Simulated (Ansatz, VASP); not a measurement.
# Cross-check of CaCuC between VASP and Ansatz

Aim: how closely do two programs agree when they are given the same cell, functional and k mesh? The cell is invented: As first built, before any earlier steps moved the atoms (in the runner's words): it takes the CaCuSi structure with some of its atoms replaced by other elements, volume scaled by an estimate. It may not be a known or stable phase. The cell is a member of a volume series, scaled by 0.94 from a relaxed one, so a pressure remains.

Method: plane waves, with VASP 6.6.1 beside it; single point at PBEsol, in Ansatz 0.2.0.

### 1. Set-up

The structure is hexagonal, space group P-6m2 (No. 187). The conventional cell has a = 3.389 Å, b = 3.389 Å, c = 3.947 Å, α = 90.00°, β = 90.00°, γ = 120.00°. Nearest to Cu lie 3 C at 1.96 Å and 6 Ca at 2.78 Å. Nearest to Ca lie 6 C at 2.78 Å and 6 Cu at 2.78 Å. Nearest to C lie 3 Cu at 1.96 Å and 6 Ca at 2.78 Å. As first built, before any earlier steps moved the atoms (in the runner's words): sites of the CaCuSi structure (space group 187) filled with other elements, volume scaled by an estimate. Farther neighbours are not listed.

### 2. Ansatz: single point, PBEsol, volume scaled by 0.94

Ansatz runs on its default PAW (the set named soft_2) files.

A single point gives forces, pressure and levels at one fixed geometry, so differences don't come from the geometry; what else differs is listed under the comparison.

File input.yaml:

```yaml
crystal:
  lattice:
    - [3.3894214382, -7.51e-08, 0.0]
    - [-1.6947103784, 2.9353251302, 0.0]
    - [0.0, 0.0, 3.9471767523]
  atoms:
    - { symbol: Cu, position: [0.66666667, 0.33333333, 0.5] }
    - { symbol: Ca, position: [0.0, 0.0, 0.0] }
    - { symbol: C, position: [0.33333333, 0.66666667, 0.5] }
hamiltonian:
  xc: pbesol
  pseudopotentials: { kind: paw }
kpoints:
  mp_grid: { grid: [7, 7, 6] }
scf:
  occupations: { method: fermi_dirac, width: 0.05 }
  n_extra_bands: 4
output:
  forces: true
  stress: true
  eigenvalues: true
```

Command:

```
ansatz run input.yaml --threads 2 --pin off --max-ram 4608MiB --backend cpu --events-out ev --progress --plain --runs-dir out
```

Numbers of over 12 decimals in the logs are rounded to 6 here.

Log:

```text
Warning: the atoms were moved onto the symmetric positions of the space group found under crystal.symmetry.tolerance 1.0e-5 (fractional; no operation is sought that the atoms, as they stand in a round, miss by more than twice it, and no atom is moved by as much as it), and the run uses the moved positions. Before a round's move an operation carried an atom to 3.39e-8 Å from where it should land, the largest such dist [...]
scf.n_extra_bands = 4 over 17 filled bands (N_el = 33.0): the run solves 21 bands
Engine: ansatz 0.2.0, aarch64-unknown-linux-gnu
Pseudopotentials: kind: paw
Pseudopotential: Cu, paw, valence charge 19, recommended cutoff 420 eV (normal), Cu.paw.azcp
Pseudopotential: Ca, paw, valence charge 10, recommended cutoff 420 eV (normal), Ca.paw.azcp
Pseudopotential: C, paw, valence charge 4, recommended cutoff 420 eV (normal), C.paw.azcp
Functional definition: PBEsol
  exchange = pbesol_x
  correlation = pbesol_c
Crystal: 3 atoms, lattice volume = 39.271 Å³
Basis set: ecut = 420 eV, 793 PW (Γ), exchange–correlation on 48×48×54 points (8 copies of the dense FFT grid, shifted against one another)
Bands: 21, of which v1, the nominal top of the filled ones, is band 17 counted from 1 (16 counted from 0)
Symmetry: 12 space group operations
Space group: P-6m2 (ITA 187), of the structure as read, at distance tolerance 3.4e-5 Å
k-points: 32 of 294 (time reversal used)
Non-local potential: Cu, projectors of the file, l = 0: 3, l = 1: 2, l = 2: 3, l = 3: 1
Non-local potential: Ca, projectors of the file, l = 0: 3, l = 1: 2, l = 2: 2
Non-local potential: C, projectors of the file, l = 0: 2, l = 1: 2, l = 2: 1
PAW form: soft (Blöchl's): semilocal exchange-correlation on the pseudo side does not see the compensation charge
PAW frozen core: Cu, regenerated for the run's functional, and the local potential with it (the file was generated under x = pbe(κ = 0.804, μ = 0.219515), c = pbe(β = 0.066725))
PAW frozen core: Ca, regenerated for the run's functional, and the local potential with it (the file was generated under x = pbe(κ = 0.804, μ = 0.219515), c = pbe(β = 0.066725))
PAW frozen core: C, regenerated for the run's functional, and the local potential with it (the file was generated under x = pbe(κ = 0.804, μ = 0.219515), c = pbe(β = 0.066725))
PAW one-centre angular grid: Cu, 590 points (default); XC on 64 Gauss nodes
PAW one-centre angular grid: Ca, 110 points (default); XC on 64 Gauss nodes
PAW one-centre angular grid: C, 110 points (default); XC on 64 Gauss nodes
Initial density: superposition of atomic densities (neutral atoms: chi_scale 0, normalization atom), corrected by the library's trained network
Initial wavefunctions: pseudopotential atomic-orbital guess
Functional: x = pbesol(κ = 0.804, μ = 0.123457), c = pbesol(β = 0.046)
SCF iter   1: F=—  HF=-8628.257808 eV  |F-HF|=—  |Δ(HF+E_count)|=         —  Δρ=6.57e-3  dr2=2.20e-2  ethr=1.77e-3  ⟨swp⟩=6.1  Hψ=3422  notcnv=0
preconditioner: auto → none  [metal: Δε(μ)=0.090 eV  Ē_g=12.408 eV  σ=0.050 eV  W_gap=0.37  n_scr=8 (ndim 8)  ℏωp=28.4 eV  f_vac=0.000  D(μ)=1.17/eV (n_scr^D=8)  sad-step TF]
SCF iter   2: F=—  HF=-8628.252349 eV  |F-HF|=—  |Δ(HF+E_count)|=   5.46e-3  Δρ=4.40e-3  dr2=1.13e-2  ethr=6.66e-5  ⟨swp⟩=2.8  Hψ=1304  notcnv=0  defer=4
SCF iter   3: F=—  HF=-8628.248759 eV  |F-HF|=—  |Δ(HF+E_count)|=   3.59e-3  Δρ=1.55e-3  dr2=5.34e-4  ethr=3.43e-5  ⟨swp⟩=2.0  Hψ=1089  notcnv=0  defer=4
SCF iter   4: F=—  HF=-8628.248635 eV  |F-HF|=—  |Δ(HF+E_count)|=   1.24e-4  Δρ=6.68e-4  dr2=1.56e-4  ethr=1.62e-6  ⟨swp⟩=2.0  Hψ=1155  notcnv=0  defer=4
SCF iter   5: F=—  HF=-8628.248620 eV  |F-HF|=—  |Δ(HF+E_count)|=   1.49e-5  Δρ=3.15e-4  dr2=5.85e-5  ethr=4.74e-7  ⟨swp⟩=2.0  Hψ=925  notcnv=0  defer=4
SCF iter   6: F=—  HF=-8628.248604 eV  |F-HF|=—  |Δ(HF+E_count)|=   1.59e-5  Δρ=9.05e-5  dr2=4.29e-6  ethr=1.77e-7  ⟨swp⟩=2.0  Hψ=828  notcnv=0  defer=4
SCF iter   7: F=—  HF=-8628.248604 eV  |F-HF|=—  |Δ(HF+E_count)|=   8.28e-7  Δρ=3.04e-5  dr2=3.93e-7  ethr=1.30e-8  ⟨swp⟩=2.1  Hψ=819  notcnv=0  defer=4
SCF iter   8: F=-8628.248604 eV  HF=-8628.248604 eV  |F-HF|=3.29e-10  |Δ(HF+E_count)|=   7.70e-8  Δρ=1.36e-6  dr2=5.51e-10  ethr=3.03e-10  ⟨swp⟩=5.3  Hψ=2724  notcnv=0
SCF 1 converged in 8 iterations: F = -8628.248604 eV  dr2 = 5.51e-10
  greatest PAW one-centre occupation: 1.000 electrons in one spin orbital (limit 2), on the Cu atom at site 0 (counted from 0), in its partial waves of l = 0
SCF converged after 8 iterations
Free energy (F): -8628.248604 eV
Harris-Foulkes:  -8628.248604 eV  (|F-HF|=3.29e-10)
Internal energy: -8628.239103 eV  (E = F + TS)
E sigma→0 (E₀):  -8628.243853 eV
Entropy (-TS):   -0.009501 eV (-3.167 meV/atom)
Fermi energy:    12.500172 eV
--- Per-component energies (eV) ---
  E_band       = -517.061401
  E_kinetic    = 667.576341
  E_local      = -5779.966290  (includes V_loc(G=0)·N_el)
  E_nonlocal   = 475.064403
  E_hartree    = 2487.247047
  E_xc         = -274.869641
  E_vxc        = -348.201582  (∫ρ·V_xc dr)
  E_paw        = -2550.181183  (= ΣΔE_a)
  E_vpaw       = -506.026779  (= ΣTr[D̂ρ^β])
  E_aug_tail   = 0.000241  (compensation charges beyond the density's cutoff)
  E_ewald      = -3653.456116
  E_core_change = 0.346097  (= ΣΔE_core)
  E_smearing   = -0.009501  (= −TS)
  E_closure    = 0.000000  (closes the sum)
  Σ components = -8628.248604   (vs F -8628.248604, Δ=0.00e0)
--- Forces (eV/Å), atoms counted from 1 ---
  atom   1  Cu     0.00000000     0.00000000     0.00000000
  atom   2  Ca     0.00000000    -0.00000000    -0.00000000
  atom   3  C      0.00000000    -0.00000000    -0.00000000
  max |Σ_I F_I| component: 1.20e-16 eV/Å
--- Stress (GPa, compression-positive) ---
        8.182839      -0.000000      -0.000000
       -0.000000       8.182839       0.000000
       -0.000000       0.000000       6.024666
  P = ⅓ Tr σ = 7.4634 GPa (74.634 kbar)
--- Band table (eV; the first three rows and the last of 32) ---
  k-point 0: bands = [... 13 lower, 8.8943, 11.0226, 13.7732, 13.8864, 13.8864, 16.2298, 17.4949, 17.4949]
  k-point 1: bands = [... 13 lower, 8.8821, 10.2839, 14.0440, 14.0440, 14.4291, 16.5711, 17.0885, 17.0885]
  k-point 2: bands = [... 13 lower, 8.8531, 9.3231, 14.4261, 14.4261, 15.3122, 16.6298, 16.6298, 17.4470]
  k-point 31: bands = [... 13 lower, 9.0300, 9.2478, 10.1662, 11.7614, 13.0956, 17.9786, 18.2105, 18.9780]
```

The job ended after 2.9 s (2 threads of Arm Neoverse N1, shared host; peak memory 0.32 GiB).

The run ends at a pressure of 7.46 GPa.

### 3. VASP: single point, PBEsol, volume scaled by 0.94

The same cell, functional, mesh and smearing now go to VASP, with its own data sets and cutoff.

Lines of VASP's logs that name or quote its potential files are left out, and so is its time.

File INCAR:

```
SYSTEM = CaCuC
PREC = Accurate
ENCUT = 520
EDIFF = 1E-06
NELM = 100
ISMEAR = -1
SIGMA = 0.05
LREAL = .FALSE.
ALGO = Normal
GGA = PS
NBANDS = 18
LORBIT = 11
LWAVE = .FALSE.
LCHARG = .FALSE.
ISIF = 2
```

File POSCAR:

```
CaCuC
1.0
    3.3894214382     -0.0000000751      0.0000000000
   -1.6947103784      2.9353251302      0.0000000000
    0.0000000000      0.0000000000      3.9471767523
Cu Ca C
1 1 1
Direct
    0.6666666700      0.3333333300      0.5000000000
    0.0000000000      0.0000000000      0.0000000000
    0.3333333300      0.6666666700      0.5000000000
```

File KPOINTS:

```
Automatic mesh
0
Gamma
7 7 6
0 0 0
```

The projector-augmented-wave data sets are Cu, Ca_sv and C (PBE family, release 64).

Command:

```
mpirun -np 1 vasp_std
```

Log:

```text
[banner, memory and clock lines left out]
running    1 mpi-ranks, on    1 nodes
 distrk:  each k-point on    1 cores,    1 groups
 distr:  one band on    1 cores,    1 groups

 POSCAR found type information on POSCAR CuCaC
 POSCAR found :  3 types and       3 ions
|                                                                             |
|               ----> ADVICE to this user running VASP <----                  |
|                                                                             |
|     You enforced a specific xc type in the INCAR file but a different       |
|     [... a line on the potential file left out ...]
|     I HOPE YOU KNOW WHAT YOU ARE DOING!                                     |
|                                                                             |

 LDA part: xc-table for (Slater+PW92), standard interpolation
 POSCAR, INCAR and KPOINTS ok, starting setup
 FFT: planning ... GRIDC
 FFT: planning ... GRID_SOFT
 FFT: planning ... GRID
 WAVECAR not read
 entering main loop
       N       E                     dE             d eps       ncg     rms          rms(c)
DAV:   1     0.179882296427E+03    0.17988E+03   -0.12478E+04  1152   0.178E+03
DAV:   2    -0.764116635748E+01   -0.18752E+03   -0.18281E+03  1182   0.366E+02
DAV:   3    -0.195378056457E+02   -0.11897E+02   -0.11601E+02  1594   0.950E+01
DAV:   4    -0.201935781374E+02   -0.65577E+00   -0.65185E+00  1798   0.189E+01
DAV:   5    -0.202206728867E+02   -0.27095E-01   -0.27079E-01  1694   0.353E+00    0.209E+01
DAV:   6    -0.246428418450E+02   -0.44222E+01   -0.19083E+02  1494   0.271E+02    0.173E+01
DAV:   7    -0.156046610880E+02    0.90382E+01   -0.25466E+01  1288   0.108E+02    0.579E+00
DAV:   8    -0.150855287771E+02    0.51913E+00   -0.50644E+00  1718   0.448E+01    0.154E+00
DAV:   9    -0.151018196007E+02   -0.16291E-01   -0.56781E-01  1908   0.824E+00    0.353E-01
DAV:  10    -0.151042351869E+02   -0.24156E-02   -0.34934E-02  1770   0.205E+00    0.400E-01
DAV:  11    -0.151009205256E+02    0.33147E-02   -0.18947E-02  1396   0.369E+00    0.118E-01
DAV:  12    -0.151010152133E+02   -0.94688E-04   -0.26395E-03  1886   0.109E+00    0.626E-02
DAV:  13    -0.151009783448E+02    0.36869E-04   -0.87434E-04  1884   0.597E-01    0.325E-02
DAV:  14    -0.151009651923E+02    0.13152E-04   -0.69619E-05  1834   0.159E-01    0.939E-03
DAV:  15    -0.151009637418E+02    0.14506E-05   -0.82963E-06  1752   0.531E-02    0.179E-03
DAV:  16    -0.151009636419E+02    0.99857E-07   -0.85830E-07   818   0.982E-03
   1 F= -.15100964E+02 E0= -.15096223E+02  d E =-.948221E-02
```

OUTCAR, selected parts (step 3):

```text
ion  position               nearest neighbor table
   1  0.667  0.333  0.500-   3 1.96   3 1.96   3 1.96   2 2.78   2 2.78   2 2.78   2 2.78   2 2.78
                             2 2.78
   2  0.000  0.000  0.000-   1 2.78   1 2.78   1 2.78   1 2.78   1 2.78   1 2.78
   3  0.333  0.667  0.500-   1 1.96   1 1.96   1 1.96

  LATTYP: Found a hexagonal cell.
 ALAT       =     3.3894214382
 C/A-ratio  =     1.1645576758

 Subroutine GETGRP returns: Found 12 space group operations
 (whereof 12 operations were pure point group operations)

The static configuration has the point symmetry D_3h.

 Found     32 irreducible k-points:

   k-points           NKPTS =     32   k-points in BZ     NKDIM =     32   number of bands    NBANDS=     18

   dimension x,y,z NGX =    28 NGY =   28 NGZ =   30
   dimension x,y,z NGXF=    56 NGYF=   56 NGZF=   60

   ENCUT  =  520.0 eV  38.22 Ry    6.18 a.u.   6.30  6.30  7.34*2*pi/ulx,y,z

   NELECT =      25.0000    total number of electrons

 k-points in reciprocal lattice and weights: Automatic mesh
   0.00000000  0.00000000  0.00000000       0.003
   0.14285714  0.00000000  0.00000000       0.020
   0.28571429 -0.00000000  0.00000000       0.020
   0.42857143 -0.00000000  0.00000000       0.020
   0.14285714  0.14285714  0.00000000       0.020
   0.28571429  0.14285714  0.00000000       0.041
   0.42857143  0.14285714  0.00000000       0.020
   0.28571429  0.28571429  0.00000000       0.020
   0.00000000  0.00000000  0.16666667       0.007
[...]
0.42857143  0.14285714  0.50000000       0.020
   0.28571429  0.28571429  0.50000000       0.020

 average (electrostatic) potential at core
       1 -65.9469       2 -42.4719       3 -48.4684

 E-fermi :   6.0174

 k-point     1 :       0.0000    0.0000    0.0000
  band No.  band energies     occupation
    ...
      7       0.8642      2.00000
      8       1.6316      2.00000
      9       2.3817      2.00000
     10       2.3817      2.00000
     11       4.5691      2.00000
     12       7.2666      0.00000
     13       7.3957      0.00000
     14       7.3957      0.00000
     15       9.7703      0.00000
     16      11.0096      0.00000
    ...

 k-point     2 :       0.1429    0.0000    0.0000
  band No.  band energies     occupation
    ...
      7       1.0138      2.00000
      8       1.7265      2.00000
      9       2.2325      2.00000
     10       2.3555      2.00000
     11       4.6803      2.00000
     12       6.2173      0.03608
     13       7.1141      0.00000
     14       7.5613      0.00000
     15      10.2744      0.00000
     16      10.8610      0.00000
    ...

 k-point     3 :       0.2857   -0.0000    0.0000
  band No.  band energies     occupation
    ...
      8       1.8985      2.00000
      9       1.9070      2.00000
     10       2.2972      2.00000
     11       4.3687      2.00000
     12       5.0253      2.00000
     13       6.3242      0.00432
     14       7.9155      0.00000
     15      10.0565      0.00000
     16      11.3483      0.00000
     17      11.4642      0.00000
    ...

  Total        2.1773907      2.1773908      1.5517759      0.0000002      0.0000000      0.0000000
  in kB       88.8338738     88.8338752     63.3098436      0.0000083      0.0000000      0.0000000
  external PRESSURE =      80.3258642 kB  Pullay stress =       0.0000000 kB

  energy-cutoff  :      520.00
  volume of cell :       39.27
      direct lattice vectors                 reciprocal lattice vectors
     3.389421438 -0.000000075  0.000000000     0.295035607  0.170338850  0.000000000
    -1.694710378  2.935325130  0.000000000     0.000000008  0.340677768  0.000000000
     0.000000000  0.000000000  3.947176752     0.000000000  0.000000000  0.253345635

 POSITION                                       TOTAL-FORCE (eV/Angst)
 -----------------------------------------------------------------------------------
      1.69471      0.97844      1.97359        -0.000000     -0.000000      0.000000
      0.00000      0.00000      0.00000         0.000000     -0.000000      0.000000
      0.00000      1.95688      1.97359         0.000000      0.000000      0.000000
 -----------------------------------------------------------------------------------
    total drift:                                0.000001      0.000000      0.000000

  FREE ENERGIE OF THE ION-ELECTRON SYSTEM (eV)
  ---------------------------------------------------
  free  energy   TOTEN  =       -15.1009636419 eV

  energy  without entropy=      -15.0914814274  energy(sigma->0) =      -15.09622253

 total charge
# of ion       s       p       d       tot
------------------------------------------
    1        0.588   0.588   9.107  10.282
    2        2.058   5.873   0.349   8.279
    3        0.857   1.405   0.000   2.262
--------------------------------------------------
tot          3.502   7.866   9.455  20.824

[... 3 further parts left out ...]
```

This run has no spin polarisation. Its electron count is odd, so without a moment it is a metal by construction. The scan keeps the cell's shape and the fractional positions fixed.

### 4. Side by side

Known differences besides the potentials themselves: the data sets hold 33 valence electrons in Ansatz (default PAW (the set named soft_2) files) and 25 in VASP; the cutoff is 420 eV in Ansatz and 520 eV in VASP; Ansatz makes its cores anew for this functional, VASP keeps those of its PBE data sets; VASP leaves aspherical gradient terms in its spheres out (LASPH is not set), Ansatz keeps them. Total energies have different zeros and are not compared.

Both answers:

| quantity | Ansatz | VASP | difference |
| --- | --- | --- | --- |
| pressure (GPa) | 7.46 | 8.03 | -0.57 |
| pressure without Ansatz's Pulay correction (GPa) | 7.30 | 8.03 | -0.73 |

Ansatz's pressure holds a Pulay correction of 0.16 GPa; VASP's holds none.

### 5. What came out

| Item | Value |
| --- | --- |
| difference in pressure (single point, PBEsol, volume scaled by 0.94) | -0.57 GPa |

The difference in pressure is -0.57 GPa (single point, PBEsol, volume scaled by 0.94), within the 1 GPa picked in this series as the mark of a large difference. How closely two codes agree says nothing of how well the functional describes the real material.

[Lines on the potential files, build, host, timing and source positions are cut from VASP's logs without a mark.]

[Logs are printed without paths, hosts, clocks, repeated set-up lines and the standing remarks that a program may print on its own settings, such as how far it seeks lower states.]

[Hosts, paths, dates, database ids (printed as entryN), source tags and the programs' standing remarks are cut or masked in the printed files.]
